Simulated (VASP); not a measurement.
Computed with r2SCAN meta-GGA, VASP's PBE PAW potentials (set 64) (plane waves; VASP).

A VASP calculation is set up with these files.

**INCAR**
```
# general
SYSTEM =Y2ZnS4
PREC   =Accurate
ENCUT  =400
LREAL  =Auto   # projection in real space or not
LASPH  =.TRUE.

# electronic loop
EDIFF  =1E-6   # SCF stop (eV)
NELM   =100   # most electronic steps
ALGO   =Normal   # blocked Davidson
LMAXMIX=4
LMIXTAU=.TRUE.

# smearing
ISMEAR =0
SIGMA  =0.05   # width (eV)

# functional
METAGGA=R2SCAN

# ions
IBRION =2   # conjugate gradients
NSW    =60   # most ionic steps
ISIF   =3
EDIFFG =-0.02

# output
LWAVE  =.FALSE.
LCHARG =.FALSE.
```

### KPOINTS
```
Automatic mesh
0
Gamma
3 3 3
0 0 0
```

**POSCAR**
```
Y2ZnS4
1
    0.0000000000     5.4848913528     5.4848913528
    5.4848913528    -0.0000000000     5.4848913528
    5.4848913528     5.4848913528     0.0000000000
Y Zn S
4 2 8
Direct
  0.6250000000   0.1250000000   0.1250000000
  0.1250000000   0.1250000000   0.6250000000
  0.1250000000   0.6250000000   0.1250000000
  0.1250000000   0.1250000000   0.1250000000
  0.7500000000   0.7500000000   0.7500000000
  0.5000000000   0.5000000000   0.5000000000
  0.3716201527   0.8761266157   0.8761266157
  0.3738733843   0.3738733843   0.8783798473
  0.8761266157   0.3716201527   0.8761266157
  0.3738733843   0.3738733843   0.3738733843
  0.8761266157   0.8761266157   0.8761266157
  0.3738733843   0.8783798473   0.3738733843
  0.8761266157   0.8761266157   0.3716201527
  0.8783798473   0.3738733843   0.3738733843
```

POTCAR, in this order: Y_sv Zn S (PBE.64 set). Program: vasp_std.

Question: What will the output report for the number of irreducible k-points (NKPTS), number of bands (NBANDS), largest plane-wave count, number of space-group operations, FFT grid (NGX, NGY, NGZ)?

Answer: 
```yaml
number of irreducible k-points (NKPTS): 4
number of bands (NBANDS): 69
largest_plane_wave_count: 6014
number_of_space_group_operations: 48
FFT grid (NGX, NGY, NGZ): 54 × 54 × 54
```

The structure comes from a computed database's Y2ZnS4 entry (Fd-3m); how it stands against other phases isn't given here. It was relaxed first. The start is the result of an earlier pass.
